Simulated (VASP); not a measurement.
Input:

```xyz
1
Lattice="0.0000 2.0195 2.0195 2.0195 0.0000 2.0195 2.0195 2.0195 0.0000" Properties=species:S:1:pos:R:3 pbc="T T T"
Al     0.0000     0.0000     0.0000
```

Level of theory: PBE GGA, VASP's PBE PAW potentials (set 64) (plane waves; VASP 6.6.1). Numerical set-up: 300 eV cut-off, 14×14×14 Γ-centred mesh, first-order Methfessel-Paxton smearing of 0.10 eV, potentials Al.

Q: What does the run give for the energy per atom (σ→0), band gap (on the k-mesh) with the smallest direct gap where there is one?

A: 
```
Property                                                     Value
------------------------  ----------------------------------------
band gap (on the k-mesh)  none (metal, semimetal or under 0.01 eV)
energy per atom (σ→0)                               -3.734 eV/atom
```

The structure comes from a computed database's Al entry; how it stands against other phases isn't given here. The cell was not relaxed at this level.
